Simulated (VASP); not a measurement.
OSZICAR of a VASP run on Si (diamond):

OSZICAR:
```
       N       E                     dE             d eps       ncg     rms          rms(c)
DAV:   1     0.266451012991E+01    0.26645E+01   -0.34735E+03   472   0.815E+02
DAV:   2    -0.187618033132E+02   -0.21426E+02   -0.20652E+02   720   0.113E+02
DAV:   3    -0.190781801621E+02   -0.31638E+00   -0.31638E+00   600   0.156E+01
DAV:   4    -0.190798006908E+02   -0.16205E-02   -0.16205E-02   744   0.136E+00
DAV:   5    -0.190798027140E+02   -0.20232E-05   -0.20232E-05   632   0.305E-02    0.653E+00
DAV:   6    -0.195803141016E+02   -0.50051E+00   -0.66400E+00   512   0.289E+01    0.457E+00
DAV:   7    -0.196444394570E+02   -0.64125E-01   -0.61839E-02   736   0.271E+00    0.308E+00
DAV:   8    -0.191462260748E+02    0.49821E+00   -0.13066E+00   480   0.142E+01    0.262E-01
DAV:   9    -0.196365746796E+02   -0.49035E+00   -0.87130E-01   464   0.113E+01    0.206E-01
DAV:  10    -0.196352403227E+02    0.13344E-02   -0.18610E-02   648   0.139E+00    0.516E-02
DAV:  11    -0.196383279761E+02   -0.30877E-02   -0.30839E-03   496   0.838E-01    0.211E-02
DAV:  12    -0.196386308749E+02   -0.30290E-03   -0.15072E-03   520   0.566E-01    0.224E-02
DAV:  13    -0.196393023990E+02   -0.67152E-03   -0.70512E-04   512   0.393E-01    0.724E-03
DAV:  14    -0.196393853886E+02   -0.82990E-04   -0.29231E-05   552   0.817E-02    0.416E-03
DAV:  15    -0.196393859444E+02   -0.55575E-06   -0.65516E-08   712   0.250E-03    0.411E-03
DAV:  16    -0.196393878430E+02   -0.18986E-05   -0.28272E-07   520   0.719E-03    0.414E-03
DAV:  17    -0.196393909198E+02   -0.30768E-05   -0.38740E-06   480   0.238E-02    0.661E-03
DAV:  18    -0.196393924898E+02   -0.15699E-05   -0.11879E-06   480   0.176E-02    0.879E-03
DAV:  19    -0.196393926941E+02   -0.20439E-06   -0.17363E-07   496   0.716E-03    0.471E-03
DAV:  20    -0.196393926749E+02    0.19256E-07   -0.45678E-08   296   0.290E-03
   1 F= -.19639393E+02 E0= -.19639393E+02  d E =-.531065E-13
```

### Question
Which electronic solver shows in the log?

### Answer
It is blocked Davidson (ALGO = Normal, or the opening steps of other solvers). The INCAR had ALGO = Normal.

### Question
Can the final energy be trusted as converged?

### Answer
The run converged. It stopped with EDIFF = 1E-7, NELM = 100 (TPSS meta-GGA, plane waves, VASP's PBE PAW potentials (set 64)).

The compound is Si in the diamond structure. It was relaxed first.
